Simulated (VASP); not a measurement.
Method: PBEsol GGA, VASP's PBE PAW potentials (set 64) (plane waves; VASP).

VASP input:

INCAR:
```
! general
SYSTEM  = PbTe
PREC    = Accurate
ENCUT   = 300
LREAL   = .FALSE.
LASPH   = .TRUE.

! electronic loop
EDIFF   = 1E-6
NELM    = 100
ALGO    = Normal
LMAXMIX = 4

! smearing
ISMEAR  = -1
SIGMA   = 0.01

! functional
GGA     = PS

! ions
ISIF    = 2

! output
LWAVE   = .FALSE.
LCHARG  = .FALSE.
```

### KPOINTS
```
Automatic
0
Gamma
 6 6 6
```

**POSCAR**
```
PbTe
1
    0.0000000000     3.2300000000     3.2300000000
    3.2300000000     0.0000000000     3.2300000000
    3.2300000000     3.2300000000     0.0000000000
Te Pb
1 1
Direct
  0.5000000000   0.5000000000   0.5000000000
  0.0000000000   0.0000000000   0.0000000000
```

POTCAR, in this order: Te Pb_d (PBE.64 set). Program: vasp_std.

The resulting files:

OSZICAR:
```
       N       E                     dE             d eps       ncg     rms          rms(c)
DAV:   1     0.126025319457E+03    0.12603E+03   -0.69604E+03   448   0.901E+02
DAV:   2     0.342377113708E+00   -0.12568E+03   -0.12346E+03   484   0.287E+02
DAV:   3    -0.820042996328E+01   -0.85428E+01   -0.84914E+01   592   0.819E+01
DAV:   4    -0.837735512965E+01   -0.17693E+00   -0.17690E+00   560   0.147E+01
DAV:   5    -0.838218962981E+01   -0.48345E-02   -0.48345E-02   618   0.194E+00    0.341E+00
DAV:   6    -0.826725798196E+01    0.11493E+00   -0.26358E-01   620   0.419E+00    0.210E+00
DAV:   7    -0.826085309959E+01    0.64049E-02   -0.77344E-02   542   0.160E+00    0.881E-01
DAV:   8    -0.826110948012E+01   -0.25638E-03   -0.87847E-03   544   0.108E+00    0.131E-01
DAV:   9    -0.826104261554E+01    0.66865E-04   -0.10370E-03   618   0.366E-01    0.487E-02
DAV:  10    -0.826104829730E+01   -0.56818E-05   -0.98447E-05   498   0.901E-02    0.218E-02
DAV:  11    -0.826105050060E+01   -0.22033E-05   -0.23280E-05   552   0.376E-02    0.115E-02
DAV:  12    -0.826105031482E+01    0.18578E-06   -0.17018E-06   354   0.117E-02
   1 F= -.82610503E+01 E0= -.82610503E+01  d E =-.813309E-11
```

**OUTCAR**
```
------------------------ aborting loop because EDIFF is reached ----------------------------------------
  FORCE on cell =-STRESS in cart. coord.  units (eV):
  Direction    XX          YY          ZZ          XY          YZ          ZX
  --------------------------------------------------------------------------------------
  Total       -0.2708621     -0.2708621     -0.2708621      0.0000000      0.0000000     -0.0000000
  in kB       -6.4390426     -6.4390426     -6.4390426      0.0000000      0.0000000     -0.0000000
  external PRESSURE =      -6.4390426 kB  Pullay stress =       0.0000000 kB
  volume of cell :       67.40
      direct lattice vectors                 reciprocal lattice vectors
     0.000000000  3.230000000  3.230000000    -0.154798762  0.154798762  0.154798762
     3.230000000  0.000000000  3.230000000     0.154798762 -0.154798762  0.154798762
     3.230000000  3.230000000  0.000000000     0.154798762  0.154798762 -0.154798762
  FREE ENERGIE OF THE ION-ELECTRON SYSTEM (eV)
  ---------------------------------------------------
  free  energy   TOTEN  =        -8.2610503148 eV

  energy  without entropy=       -8.2610503148  energy(sigma->0) =       -8.26105031
```
(Selected blocks of OUTCAR.)

At this cut-off the stress carries a Pulay error, which pulls relaxed volumes low.

The structure is a typed PbTe crystal (Fm-3m). The cell was not relaxed at this level.
